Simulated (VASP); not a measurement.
The system is NiMoIrPdW.

```
CELL_PARAMETERS angstrom
4.11705 0.00000 0.00000
-2.05853 3.56547 0.00000
0.00000 0.00000 5.44580
ATOMIC_POSITIONS crystal
Ni 0.00000 0.00000 0.95775
Mo 0.66667 0.33333 0.96161
Pd 0.66667 0.33333 0.46295
Ir 0.33333 0.66667 0.72572
W 0.33333 0.66667 0.23642
```

The cell was built by a generator and needn't be a form met in nature.

```yaml
Program: VASP 6.6.1
Task: relaxation of cell and atoms
Functional: PBEsol
Potentials_or_basis: VASP PAW PBE potentials, release 64 (Ni, Mo_sv, Pd, Ir, W_sv)
Cutoff: 600 eV
k_mesh: 8 × 8 × 5
Occupations: fermi-dirac, width 0.05 eV
Spin: collinear spin, ferromagnetic start
Starting_moments: "[1.0, 1.0, 0.0, 0.6, 0.0] μB"
```

At the start: pressure -7.8 GPa; volume 15.99 Å³/atom.

Q: Where does the relaxation end?

A: Over 13 steps the energy falls by 13.6 meV/atom and the volume is 15.45 Å³/atom (-3.4 %); space group P3m1 (No. 156, to 0.05 Å); moment 0.00 μB per cell.

Step by step:
```csv
step,energy change (eV),largest force (eV/Å),pressure (GPa),volume (Å³)
1,0.0000,0.1121,-7.83,79.94
2,0.3632,0.5539,24.60,71.24
3,-0.0673,0.0618,-0.26,77.36
4,-0.0674,0.0637,-0.04,77.29
5,-0.0673,0.0651,0.13,77.23
6,-0.0677,0.0217,0.17,77.21
7,-0.0677,0.0233,0.15,77.21
8,-0.0676,0.0171,-0.32,77.35
9,-0.0677,0.0194,-0.06,77.28
10,-0.0678,0.0138,-0.02,77.26
11,-0.0678,0.0110,0.02,77.25
12,-0.0678,0.0115,0.00,77.25
13,-0.0678,0.0060,0.00,77.25
```

Final structure:
```cif
data_structure
_symmetry_space_group_name_H-M 'P 1'
_symmetry_Int_Tables_number 1
_cell_length_a 4.0684
_cell_length_b 4.0684
_cell_length_c 5.3890
_cell_angle_alpha 90.000
_cell_angle_beta 90.000
_cell_angle_gamma 120.000
_cell_volume 77.25
loop_
_atom_site_label
_atom_site_type_symbol
_atom_site_fract_x
_atom_site_fract_y
_atom_site_fract_z
_atom_site_occupancy
Ni1 Ni 0.00000 0.00000 0.95696 1
Mo1 Mo 0.66667 0.33333 0.96183 1
Pd1 Pd 0.66667 0.33333 0.46378 1
Ir1 Ir 0.33333 0.66667 0.72538 1
W1 W 0.33333 0.66667 0.23649 1
```

Caveat: the PAW data sets were made with another functional, which shifts forces and pressure a little.
